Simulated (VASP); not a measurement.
Data:

```
Cl
1.0
    3.59885     0.00000     0.00000
   -1.79942     3.11669     0.00000
    0.00000     0.00000     7.49281
Cl
4
Direct
  0.00000   0.00000   0.00000
  0.00000   0.00000   0.50000
  0.33333   0.66667   0.26001
  0.66667   0.33333   0.75000
```

The numbers are results of PBEsol GGA, VASP's PBE PAW potentials (set 64) (plane waves; VASP 6.6.1), not measurements. Run with 480 eV cut-off, 10×10×4 Γ-centred mesh, first-order Methfessel-Paxton smearing of 0.10 eV, potentials Cl.

### Question
Which forces act on the atoms, in eV/Å?

### Answer

```
atom     Fx     Fy      Fz
----  -----  -----  ------
Cl1   0.000  0.000   0.208
Cl2   0.000  0.000   0.254
Cl3   0.000  0.000  -0.374
Cl4   0.000  0.000  -0.088
```

### Question
Give the stress tensor in GPa (positive for a compressed cell).

### Answer

```
-0.01   0.00   0.00
 0.00  -0.01   0.00
 0.00   0.00   0.08
```
The pressure is its mean diagonal, 0.02 GPa.

The structure was generated: Cl was put into the dhcp type (P6_3/mmc), which need not be its known phase. This cell was strained or had an atom moved on purpose.
